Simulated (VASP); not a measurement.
Level of theory: PBEsol GGA, VASP's PBE PAW potentials (set 64) (plane waves; VASP 6.6.1).

A VASP calculation is set up with these files.

INCAR:
```
! general
SYSTEM = Mg
PREC   = Accurate
ENCUT  = 400
LREAL  = F
LASPH  = T

! electronic loop
EDIFF  = 1E-6
NELM   = 100
ALGO   = Normal

! smearing
ISMEAR = 1
SIGMA  = 0.1

! functional
GGA    = PS

! ions
IBRION = 2
NSW    = 60
ISIF   = 3
EDIFFG = -0.01

! output
LWAVE  = F
LCHARG = F
```

**KPOINTS**
```
Automatic mesh
0
Gamma
12 12 7
0 0 0
```

POSCAR:
```
Mg
1.0
  3.1909144515   0.0000000000   0.0000000000
 -1.5954572258   2.7634126537   0.0000000000
  0.0000000000   0.0000000000   5.0913606082
Mg
2
Direct
  0.3333330000   0.6666670000   0.2500000000
  0.6666670000   0.3333330000   0.7500000000
```

POTCAR, in this order: Mg (PBE.64 set). Program: vasp_std.

What does the run give for the energy per atom (σ→0), band gap (on the k-mesh)?

```yaml
energy per atom (σ→0): -1.725 eV/atom
band gap (on the k-mesh): none (metal, semimetal or under 0.01 eV)
```

OSZICAR:
```
...
DAV:   3    -0.346897774963E+01   -0.19074E-01   -0.19035E-01  1278   0.294E+00
DAV:   4    -0.346902043500E+01   -0.42685E-04   -0.42685E-04  1248   0.124E-01
DAV:   5    -0.346902060718E+01   -0.17219E-06   -0.17239E-06  1326   0.722E-03    0.967E-01
DAV:   6    -0.345850937668E+01    0.10511E-01   -0.53100E-04  1098   0.217E-01    0.615E-01
DAV:   7    -0.344895999060E+01    0.95494E-02   -0.22480E-03  1014   0.395E-01    0.313E-02
DAV:   8    -0.344896477300E+01   -0.47824E-05   -0.13585E-05  1470   0.319E-02    0.635E-03
DAV:   9    -0.344896439089E+01    0.38211E-06   -0.94722E-07   978   0.614E-03
   1 F= -.34489644E+01 E0= -.34491108E+01  d E =-.344896E+01
```

The structure comes from a measured Mg entry (P6_3/mmc) of the Crystallography Open Database, whose conditions weren't checked. It was relaxed first. The start is the result of an earlier pass.
